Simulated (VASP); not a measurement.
```xyz
3
Lattice="2.2047 -3.8187 0.0000 2.2047 3.8187 0.0000 0.0000 0.0000 5.0180" Properties=species:S:1:pos:R:3 pbc="T T T"
Se     0.4886     0.8462     3.3453
Se     3.4324     0.0000     0.0000
Se     0.4886    -0.8462     1.6727
```

The numbers are results of SCAN meta-GGA, VASP's PBE PAW potentials (set 64) (plane waves; VASP), not measurements. Numerical set-up: 520 eV cut-off, 7×7×5 Γ-centred mesh, tetrahedra with Blöchl corrections, potentials Se.

Estimate the energy per atom (σ→0), band gap (over mesh and band path) with the smallest direct gap where there is one.

The band gap (over mesh and band path) is 1.21 eV. The smallest direct gap (over mesh and band path) is 1.40 eV. The energy per atom (σ→0) comes out as -20.084 eV/atom.

Total energies compare only between runs with the same potentials, cut-off and functional.

The compound is Se in the trig structure. It was relaxed first.
